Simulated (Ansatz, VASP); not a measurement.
# Cu (monovacancy in Cu) in two plane-wave programs, part 2 of 2

Aim: how closely do two programs agree when they are given the same cell, functional and k mesh? Of the first pair: The structure shown is the start of the Ansatz relaxation below; VASP solves that cell, so the two are compared at the walk's first step.

VASP 6.6.1 and Ansatz 0.2.0.

So far. Step 3 (VASP: single point, LDA, start cell, pair 1): The run ends at a pressure of -0.32 GPa, with forces up to 0.21 eV/Å.

### 5. Ansatz: relaxation, LDA

Level of this step: Ansatz beside VASP: Kohn-Sham DFT, plane waves, LDA (Ansatz).

This run makes the geometry at which the two programs are then compared.

The structure compared here is the end of the Ansatz relaxation.

The input, input.yaml:

```yaml
relax:
  f_tol: 0.02
  max_steps: 80
  escape_saddle: false
crystal:
  lattice:
    - [0.0, 7.03751015, 7.03751015]
    - [7.03751015, 0.0, 7.03751015]
    - [7.03751015, 7.03751015, 0.0]
  atoms:
    - { symbol: Cu, position: [0.0, 0.0, 0.0] }
    - { symbol: Cu, position: [0.0, 0.0, 0.25] }
    - { symbol: Cu, position: [0.0, 0.0, 0.5] }
    - { symbol: Cu, position: [0.0, 0.0, 0.75] }
    - { symbol: Cu, position: [0.0, 0.25, 0.0] }
    - { symbol: Cu, position: [0.0, 0.25, 0.25] }
    - { symbol: Cu, position: [0.0, 0.25, 0.5] }
    - { symbol: Cu, position: [0.0, 0.25, 0.75] }
    - { symbol: Cu, position: [0.0, 0.5, 0.0] }
    - { symbol: Cu, position: [0.0, 0.5, 0.25] }
    - { symbol: Cu, position: [0.0, 0.5, 0.5] }
    - { symbol: Cu, position: [0.0, 0.5, 0.75] }
    - { symbol: Cu, position: [0.0, 0.75, 0.0] }
    - { symbol: Cu, position: [0.0, 0.75, 0.25] }
    - { symbol: Cu, position: [0.0, 0.75, 0.5] }
    - { symbol: Cu, position: [0.0, 0.75, 0.75] }
    - { symbol: Cu, position: [0.25, 0.0, 0.0] }
    - { symbol: Cu, position: [0.25, 0.0, 0.25] }
    - { symbol: Cu, position: [0.25, 0.0, 0.5] }
    - { symbol: Cu, position: [0.25, 0.0, 0.75] }
    - { symbol: Cu, position: [0.25, 0.25, 0.0] }
    - { symbol: Cu, position: [0.25, 0.25, 0.25] }
    - { symbol: Cu, position: [0.25, 0.25, 0.5] }
    - { symbol: Cu, position: [0.25, 0.25, 0.75] }
    - { symbol: Cu, position: [0.25, 0.5, 0.0] }
    - { symbol: Cu, position: [0.25, 0.5, 0.25] }
    - { symbol: Cu, position: [0.25, 0.5, 0.5] }
    - { symbol: Cu, position: [0.25, 0.5, 0.75] }
    - { symbol: Cu, position: [0.25, 0.75, 0.0] }
    - { symbol: Cu, position: [0.25, 0.75, 0.25] }
    - { symbol: Cu, position: [0.25, 0.75, 0.5] }
    - { symbol: Cu, position: [0.25, 0.75, 0.75] }
    - { symbol: Cu, position: [0.5, 0.0, 0.0] }
    - { symbol: Cu, position: [0.5, 0.0, 0.25] }
    - { symbol: Cu, position: [0.5, 0.0, 0.5] }
    - { symbol: Cu, position: [0.5, 0.0, 0.75] }
    - { symbol: Cu, position: [0.5, 0.25, 0.0] }
    - { symbol: Cu, position: [0.5, 0.25, 0.25] }
    - { symbol: Cu, position: [0.5, 0.25, 0.5] }
    - { symbol: Cu, position: [0.5, 0.25, 0.75] }
    - { symbol: Cu, position: [0.5, 0.5, 0.0] }
    - { symbol: Cu, position: [0.5, 0.5, 0.25] }
    - { symbol: Cu, position: [0.5, 0.5, 0.75] }
    - { symbol: Cu, position: [0.5, 0.75, 0.0] }
    - { symbol: Cu, position: [0.5, 0.75, 0.25] }
    - { symbol: Cu, position: [0.5, 0.75, 0.5] }
    - { symbol: Cu, position: [0.5, 0.75, 0.75] }
    - { symbol: Cu, position: [0.75, 0.0, 0.0] }
    - { symbol: Cu, position: [0.75, 0.0, 0.25] }
    - { symbol: Cu, position: [0.75, 0.0, 0.5] }
    - { symbol: Cu, position: [0.75, 0.0, 0.75] }
    - { symbol: Cu, position: [0.75, 0.25, 0.0] }
    - { symbol: Cu, position: [0.75, 0.25, 0.25] }
    - { symbol: Cu, position: [0.75, 0.25, 0.5] }
    - { symbol: Cu, position: [0.75, 0.25, 0.75] }
    - { symbol: Cu, position: [0.75, 0.5, 0.0] }
    - { symbol: Cu, position: [0.75, 0.5, 0.25] }
    - { symbol: Cu, position: [0.75, 0.5, 0.5] }
    - { symbol: Cu, position: [0.75, 0.5, 0.75] }
    - { symbol: Cu, position: [0.75, 0.75, 0.0] }
    - { symbol: Cu, position: [0.75, 0.75, 0.25] }
    - { symbol: Cu, position: [0.75, 0.75, 0.5] }
    - { symbol: Cu, position: [0.75, 0.75, 0.75] }
basis:
  ecutwfc: 420
  xc_grid: 2
hamiltonian:
  xc: lda
kpoints:
  mp_grid: { grid: [3, 3, 3] }
scf:
  occupations: { method: methfessel_paxton, width: 0.1 }
  max_iter: 120
output:
  forces: true
checkpoint:
  write: "../relax.run"
  compress: false
  write_wavefunctions: true
  write_every: 100000
```

On the command line:

```
$ ansatz run input.yaml --threads 4 --pin off --max-ram 14131MiB --backend cpu --events-out ev --progress --plain --runs-dir out
```

Numbers of over 12 decimals in the logs are rounded to 6 here.

What it wrote:

```text
[...]
Crystal: 63 atoms, lattice volume = 697.087 Å³
Basis set: ecut = 420 eV, 13635 PW (Γ), exchange–correlation on 144×144×144 points (8 copies of the dense FFT grid, shifted against one another)
Bands: 719, of which v1, the nominal top of the filled ones, is band 599 counted from 1 (598 counted from 0)
Symmetry: 48 space group operations
[...]
k-points: 4 of 27
[...]
- { symbol: Cu, position: [0, 0, 0.249702] }
    - { symbol: Cu, position: [0, 0, 0.5] }
    - { symbol: Cu, position: [0, 0, 0.750298] }
    - { symbol: Cu, position: [0.0, 0.249702, 0.0] }
    - { symbol: Cu, position: [-0.000718995, 0.250280, 0.250280] }
    - { symbol: Cu, position: [-0.000718995, 0.250280, 0.500159] }
    - { symbol: Cu, position: [1.3877787807814457e-17, 0.249702, 0.750298] }
[...]
- { symbol: Cu, position: [0.749720, 0.749720, 0.000718995] }
    - { symbol: Cu, position: [0.749426, 0.749426, 0.250574] }
    - { symbol: Cu, position: [0.749720, 0.749720, 0.499841] }
    - { symbol: Cu, position: [0.75, 0.75, 0.75] }
```

### 6. VASP: single point, LDA, relaxed cell, pair 2

The same cell, functional (in two slightly different forms), mesh and smearing now go to VASP, with its own data sets.

The input, INCAR:

```
SYSTEM = Cu
PREC = Accurate
ENCUT = 520
EDIFF = 1E-06
NELM = 120
ISMEAR = 1
SIGMA = 0.1
LREAL = Auto
ALGO = Normal
GGA = PW92
NBANDS = 408
LASPH = .TRUE.
LORBIT = 11
LWAVE = .FALSE.
LCHARG = .FALSE.
ISIF = 2
GGA_COMPAT = .FALSE.
KPAR = 4
```

The input, POSCAR:

```
Cu
1.0
    0.0000000000      7.0375101500      7.0375101500
    7.0375101500      0.0000000000      7.0375101500
    7.0375101500      7.0375101500      0.0000000000
Cu
63
Direct
    0.0000000000      0.0000000000      0.0000000000
    0.0000000000      0.0000000000      0.2497023478
    0.0000000000      0.0000000000      0.5000000000
    0.0000000000      0.0000000000      0.7502976522
    0.0000000000      0.2497023478      0.0000000000
    0.9992810048      0.2502802134      0.2502802134
    0.9992810048      0.2502802134      0.5001585684
    0.0000000000      0.2497023478      0.7502976522
    0.0000000000      0.5000000000      0.0000000000
    0.9992810048      0.5001585684      0.2502802134
    0.0000000000      0.5000000000      0.5000000000
    0.0007189952      0.4998414316      0.7497197866
    0.0000000000      0.7502976522      0.0000000000
    0.0000000000      0.7502976522      0.2497023478
    0.0007189952      0.7497197866      0.4998414316
    0.0007189952      0.7497197866      0.7497197866
    0.2497023478      0.0000000000      0.0000000000
    0.2502802134      0.9992810048      0.2502802134
    0.2502802134      0.9992810048      0.5001585684
    0.2497023478      0.0000000000      0.7502976522
    0.2502802134      0.2502802134      0.9992810048
    0.2500000000      0.2500000000      0.2500000000
    0.2502802134      0.2502802134      0.5001585684
    0.2505735206      0.2505735206      0.7494264794
    0.2502802134      0.5001585684      0.9992810048
    0.2502802134      0.5001585684      0.2502802134
    0.2526780903      0.5000000000      0.5000000000
    0.2526780903      0.5000000000      0.7473219097
    0.2497023478      0.7502976522      0.0000000000
    0.2505735206      0.7494264794      0.2505735206
    0.2526780903      0.7473219097      0.5000000000
    0.2505735206      0.7494264794      0.7494264794
    0.5000000000      0.0000000000      0.0000000000
    0.5001585684      0.9992810048      0.2502802134
    0.5000000000      0.0000000000      0.5000000000
    0.4998414316      0.0007189952      0.7497197866
    0.5001585684      0.2502802134      0.9992810048
    0.5001585684      0.2502802134      0.2502802134
    0.5000000000      0.2526780903      0.5000000000
    0.5000000000      0.2526780903      0.7473219097
    0.5000000000      0.5000000000      0.0000000000
    0.5000000000      0.5000000000      0.2526780903
    0.5000000000      0.5000000000      0.7473219097
    0.4998414316      0.7497197866      0.0007189952
    0.5000000000      0.7473219097      0.2526780903
    0.5000000000      0.7473219097      0.5000000000
    0.4998414316      0.7497197866      0.7497197866
    0.7502976522      0.0000000000      0.0000000000
    0.7502976522      0.0000000000      0.2497023478
    0.7497197866      0.0007189952      0.4998414316
    0.7497197866      0.0007189952      0.7497197866
    0.7502976522      0.2497023478      0.0000000000
    0.7494264794      0.2505735206      0.2505735206
    0.7473219097      0.2526780903      0.5000000000
    0.7494264794      0.2505735206      0.7494264794
    0.7497197866      0.4998414316      0.0007189952
    0.7473219097      0.5000000000      0.2526780903
    0.7473219097      0.5000000000      0.5000000000
    0.7497197866      0.4998414316      0.7497197866
    0.7497197866      0.7497197866      0.0007189952
    0.7494264794      0.7494264794      0.2505735206
    0.7497197866      0.7497197866      0.4998414316
    0.7500000000      0.7500000000      0.7500000000
```

The input, KPOINTS:

```
Automatic mesh
0
Gamma
3 3 3
0 0 0
```

Potentials, in the order of the species: Cu (LDA family, release 64).

On the command line:

```
$ mpirun -np 8 vasp_std
```

What it wrote:

```text
[banner, memory and clock lines left out]
running    8 mpi-ranks, on    1 nodes
[...]
[... a notice as in an earlier step ...]

 [... a notice as in an earlier step ...]

 LDA part: xc-table for (Slater(with rela. corr.)+PW92), standard interpolation
 POSCAR, INCAR and KPOINTS ok, starting setup
[...]
entering main loop
       N       E                     dE             d eps       ncg     rms          rms(c)
DAV:   1     0.846310414142E+04    0.84631E+04   -0.26060E+05  3264   0.314E+03
DAV:   2     0.155981858262E+04   -0.69033E+04   -0.66854E+04  3264   0.741E+02
DAV:   3    -0.154545716642E+03   -0.17144E+04   -0.16260E+04  3264   0.342E+02
DAV:   4    -0.351339325609E+03   -0.19679E+03   -0.17942E+03  3424   0.148E+02
[...]
DAV:  18    -0.294701718735E+03    0.50988E-05   -0.52810E-05  4016   0.462E-02    0.695E-03
DAV:  19    -0.294701718956E+03   -0.22107E-06   -0.10461E-05  3352   0.272E-02    0.342E-03
DAV:  20    -0.294701719043E+03   -0.87472E-07   -0.20446E-06  1912   0.132E-02
   1 F= -.29470172E+03 E0= -.29471146E+03  d E =0.292292E-01
```

Parts of OUTCAR (step 6):

```text
  Total       -1.9585081     -1.9585081     -1.9585081      0.0000000     -0.0000000      0.0000000
  in kB       -4.5014130     -4.5014130     -4.5014130      0.0000000     -0.0000000      0.0000000
  external PRESSURE =      -4.5014130 kB  Pullay stress =       0.0000000 kB

 POSITION                                       TOTAL-FORCE (eV/Angst)
 -----------------------------------------------------------------------------------
      0.00000      0.00000      0.00000         0.000000      0.000000     -0.000000
      1.75728      1.75728      0.00000        -0.002930     -0.002930     -0.000000
      3.51876      3.51876      0.00000         0.000000      0.000000     -0.000000
      5.28023      5.28023      0.00000         0.002930      0.002930     -0.000000
      1.75728      0.00000      1.75728        -0.002930      0.000000     -0.002930
      3.52270      8.79380      8.79380         0.001737      0.001012      0.001012
      5.28122     10.55232      8.79380        -0.001012     -0.001737      0.001012
      7.03751      5.28023      1.75728         0.000000      0.002930     -0.002930
      3.51876      0.00000      3.51876         0.000000      0.000000     -0.000000
      5.28122      8.79380     10.55232        -0.001012      0.001012     -0.001737
      7.03751      3.51876      3.51876         0.000000      0.000000     -0.000000
      8.79380      5.28122      3.52270         0.001012     -0.001012      0.001737
      5.28023      0.00000      5.28023         0.002930      0.000000      0.002930
      7.03751      1.75728      5.28023         0.000000     -0.002930      0.002930
[...]
-----------------------------------------------------------------------------------
    total drift:                                0.000000      0.000000     -0.000000

  FREE ENERGIE OF THE ION-ELECTRON SYSTEM (eV)
  ---------------------------------------------------
  free  energy   TOTEN  =      -294.7017190432 eV

  energy  without entropy=     -294.7309482210  energy(sigma->0) =     -294.71146210

[... 1 further part left out ...]
```

The run ends at a pressure of -0.45 GPa, with forces up to 0.015 eV/Å.

### 7. Side by side

What differs besides the data sets and the points named for the pairs above, as far as they apply: the data sets hold 1197 valence electrons in Ansatz (on its default PAW (the set named soft_2) files) and 693 in VASP. Total energies have different zeros and are not compared.

At this near-relaxed geometry the largest component of a force difference is 10 meV/Å.

### 8. What came out

| Quantity | Value |
| --- | --- |
| r.m.s. force difference (single point, LDA, start cell, pair 1) | 2.9 meV/Å |
| r.m.s. force difference (single point, LDA, relaxed cell, pair 2) | 2.7 meV/Å |

In words: The r.m.s. force difference is 2.9 meV/Å (single point, LDA, start cell, pair 1), within the 12 meV/Å picked in this series as the mark of a large difference. The data sets hold unlike numbers of valence electrons (1197 in Ansatz and 693 in VASP), so part of the differences comes from the potentials. Such differences can come from data sets, numerical settings and the points named under the comparisons, not from the functional's error against experiment.

[Lines on the potential files, build, host, timing and source positions are cut from VASP's logs without a mark.]

[Logs are printed without paths, hosts, clocks, repeated set-up lines and the standing remarks that a program may print on its own settings, such as how far it seeks lower states.]

[Hosts, paths, dates, database ids (printed as entryN), source tags and the programs' standing remarks are cut or masked in the printed files.]
